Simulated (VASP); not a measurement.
```
CELL_PARAMETERS angstrom
      3.46676     0.00000     0.00000
     -1.73338     3.00230     0.00000
      0.00000     0.00000     6.32095
ATOMIC_POSITIONS crystal
  Ta 0.00000 0.00000 0.00000
  S  0.66667 0.33333 0.75428
  S  0.33333 0.66667 0.24572
```

Level of theory: PBE GGA, VASP's PBE PAW potentials (set 64) (plane waves; VASP). Numerical set-up: 300 eV cut-off, 9×9×4 Γ-centred mesh, Fermi-Dirac smearing of 0.10 eV, potentials Ta_pv S.

Q: Give the energies of bands 6 to 14 at the high-symmetry points, in eV from the Fermi level.

A: 
```json
[
 {"band": "6", "Γ": "-6.24", "M": "-6.28", "K": "-5.23", "A": "-5.44", "L": "-6.33", "H": "-5.05"},
 {"band": "7", "Γ": "-3.67", "M": "-4.35", "K": "-4.87", "A": "-3.65", "L": "-4.73", "H": "-4.93"},
 {"band": "8", "Γ": "-3.67", "M": "-4.05", "K": "-4.87", "A": "-3.65", "L": "-4.01", "H": "-4.93"},
 {"band": "9", "Γ": "-1.55", "M": "-3.63", "K": "-3.52", "A": "-3.13", "L": "-3.71", "H": "-3.44"},
 {"band": "10", "Γ": "-0.82", "M": "-3.11", "K": "-3.52", "A": "-0.90", "L": "-2.33", "H": "-3.36"},
 {"band": "11", "Γ": "-0.82", "M": "-2.06", "K": "-3.09", "A": "-0.90", "L": "-1.90", "H": "-3.36"},
 {"band": "12", "Γ": "0.13", "M": "-0.80", "K": "1.20", "A": "0.12", "L": "-1.04", "H": "1.23"},
 {"band": "13", "Γ": "0.13", "M": "2.13", "K": "1.73", "A": "0.12", "L": "2.13", "H": "1.33"},
 {"band": "14", "Γ": "0.23", "M": "2.60", "K": "1.73", "A": "0.83", "L": "2.59", "H": "1.33"}
]
```

It has no gap at this level: it comes out as a metal or semimetal.

The structure comes from a computed database's TaS2 entry; how it stands against other phases isn't given here. The cell was not relaxed at this level. The electron count is odd and the run is not spin-polarised, which forces a metal.
